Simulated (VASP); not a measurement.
```yaml
crystal:
  lattice:
    - [3.73054, 0.00000, 0.00000]
    - [-1.86527, 3.23075, 0.00000]
    - [0.00000, 0.00000, 6.10977]
  atoms:
    - { symbol: Co, position: [0.66667, 0.33333, 0.00000], spin: 3.0 }
    - { symbol: Co, position: [0.33333, 0.66667, 0.50000], spin: 3.0 }
    - { symbol: P, position: [0.66667, 0.33333, 0.62520] }
    - { symbol: P, position: [0.33333, 0.66667, 0.12520] }
```

Level of theory: PBE GGA, VASP's PBE PAW potentials (set 64) (plane waves; VASP). Settings: 400 eV cut-off, 5×5×3 Γ-centred mesh, Gaussian smearing of 0.050 eV, potentials Co P.

### Question
Give the stress tensor in GPa (positive for a compressed cell).

### Answer

```
-16.14    0.00    0.00
  0.00  -16.14    0.00
  0.00    0.00  -14.75
```
The pressure is its mean diagonal, -15.68 GPa.

The structure was generated: CoP was put into the wurtzite type (P6_3mc), which need not be its known phase. The cell was not relaxed at this level. The k-mesh is coarse (spacing up to 0.39 per Å, 2π included), so the numbers may not be converged in it.
